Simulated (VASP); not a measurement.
Consider the following.

```yaml
crystal:
  lattice:
    - [0.00000, 2.71455, 2.71455]
    - [2.71455, 0.00000, 2.71455]
    - [2.71455, 2.71455, 0.00000]
  atoms:
    - { symbol: Si, position: [0.00000, 0.00000, 0.00000] }
    - { symbol: Si, position: [0.25000, 0.25000, 0.25000] }
```

Calculation: MS2 meta-GGA, VASP's PBE PAW potentials (set 64) (plane waves; VASP). Run with 520 eV cut-off, 9×9×9 Γ-centred mesh, tetrahedra with Blöchl corrections, potentials Si.

**Question.** Estimate the energy per atom (σ→0), band gap (over mesh and band path) with the smallest direct gap where there is one.

**Answer.** 
```json
{
  "band gap (over mesh and band path)": "1.06 eV",
  "smallest direct gap (over mesh and band path)": "3.25 eV",
  "energy per atom (σ→0)": "-9.745 eV/atom"
}
```

The absolute energy has meaning only against runs of the same code, potentials and settings.

The compound is Si in the diamond structure. It was relaxed first.
